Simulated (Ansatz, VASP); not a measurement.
**HPtBr3 in VASP and in Ansatz**

```xyz
5
Lattice="4.8986 0.0000 0.0000 0.0000 4.8986 0.0000 0.0000 0.0000 4.8986" Properties=species:S:1:pos:R:3 pbc="T T T"
H     0.0000    0.0000    0.0000
Pt    2.4493    2.4493    2.4493
Br    0.0000    2.4493    2.4493
Br    2.4493    2.4493    0.0000
Br    2.4493    0.0000    2.4493
```

Change from the starting cell: species swapped into the ZnNi3C type (Pm-3m, No. 221).

Alike in both runs: task single point; functional PBE; k mesh 4 × 4 × 4; occupations gaussian, width 0.1 eV; no spin polarisation.

|  | VASP | Ansatz |
| --- | --- | --- |
| version | VASP 6.6.1 | Ansatz 0.2.0 |
| potentials or method | VASP PAW PBE potentials, release 64 (H, Pt, Br) | scalar-relativistic, plane waves, PAW |
| plane-wave cutoff (eV) | 520 | 420 |
| valence electrons in the cell | 32 | 40 |

```csv
,VASP,Ansatz,Ansatz less VASP
gap on the k mesh at the Fermi level (eV),none,none,-
pressure (GPa),8.3,8.3,+0.02
```

A gap of «none» marks a metal or a gap that the smearing closes. The functional is the same, so the differences come from potentials, cutoffs and numerics. The two sets of potentials don't hold the same shells in valence.

The runs have no spin-orbit coupling, so splittings on Pt are missing.
